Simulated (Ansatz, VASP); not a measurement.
NaMg3O4 in VASP and in Ansatz

The input INCAR:

```
PREC     = Accurate       # precision mode
ENCUT    = 520            # plane-wave cutoff, eV
EDIFF    = 1E-6           # SCF threshold, eV
ISMEAR   = -5             # smearing method
SIGMA    = 0.05           # smearing width, eV
LREAL    = False          # projectors in reciprocal space
LASPH    = True           # aspherical terms in the spheres
NELM     = 100            # most SCF steps
ALGO     = Normal         # electronic algorithm
ISIF     = 2              # what is computed and relaxed
LWAVE    = False          # write WAVECAR
LCHARG   = False          # write CHGCAR
GGA      = PE             # functional
IVDW     = 12             # dispersion correction
NBANDS   = 28             # bands
```

The input KPOINTS:

```
Automatic mesh
0
Gamma
  6 6 6
```

POSCAR

```
NaMg3O4
1.0
    4.4110464524      0.0000000000      0.0000000000
    0.0000000000      4.4110464524      0.0000000000
    0.0000000000      0.0000000000      4.4110464524
Mg Na O
3 1 4
Direct
    0.5000000000      0.5000000000      0.0000000000
    0.0000000000      0.5000000000      0.5000000000
    0.5000000000      0.0000000000      0.5000000000
    0.0000000000      0.0000000000      0.0000000000
    0.0000000000      0.5000000000      0.0000000000
    0.5000000000      0.0000000000      0.0000000000
    0.0000000000      0.0000000000      0.5000000000
    0.5000000000      0.5000000000      0.5000000000
```

The input input.yaml:

```yaml
crystal:
  lattice:
    - [4.4110464524, 0.0, 0.0]
    - [0.0, 4.4110464524, 0.0]
    - [0.0, 0.0, 4.4110464524]
  atoms:
    - { symbol: Mg, position: [0.5, 0.5, 0.0] }
    - { symbol: Mg, position: [0.0, 0.5, 0.5] }
    - { symbol: Mg, position: [0.5, 0.0, 0.5] }
    - { symbol: Na, position: [0.0, 0.0, 0.0] }
    - { symbol: O, position: [0.0, 0.5, 0.0] }
    - { symbol: O, position: [0.5, 0.0, 0.0] }
    - { symbol: O, position: [0.0, 0.0, 0.5] }
    - { symbol: O, position: [0.5, 0.5, 0.5] }
hamiltonian:
  xc: pbe
  pseudopotentials: { kind: paw }
  dispersion: d3bj
kpoints:
  mp_grid: { grid: [6, 6, 6] }
scf:
  occupations: { method: tetrahedron }
output:
  forces: true
  stress: true
```

The cell comes from a database or a generator and needn't be the stable form of this composition.

Alike in both runs: task single point; functional PBE; dispersion D3(BJ); k mesh 6 × 6 × 6; occupations tetrahedron; no spin polarisation.

```csv
,VASP,Ansatz
version,VASP 6.6.1,Ansatz 0.2.0
potentials or method,"VASP PAW PBE potentials, release 64 (Mg, Na_pv, O)",Ansatz PAW
plane-wave cutoff (eV),520,420
valence electrons in the cell,37,63
```

Ansatz gave:

| Quantity | Value |
| --- | --- |
| gap on the k mesh at the Fermi level (eV) | none |
| pressure (GPa) | -8.9 |
| dispersion energy (meV/atom) | -245.5 |

Problem. Estimate VASP's values.

Solution. gap on the k mesh at the Fermi level (eV): none; pressure (GPa): -9.4; dispersion energy (meV/atom): -245.4.

A gap of «none» marks a metal or a gap that the smearing closes. The two sets of potentials don't hold the same shells in valence.

Caveats: an odd number of electrons without spin polarisation forces a metal; a magnetic or distorted state may lie lower; pairwise dispersion overbinds metals, which lowers pressure and volume; tetrahedron occupations give inexact forces and stress in metals (VASP); the pressure holds a Pulay correction of +0.6 GPa for the finite cutoff (Ansatz); with tetrahedron occupations forces and stress needn't match the slope of the energy (Ansatz).
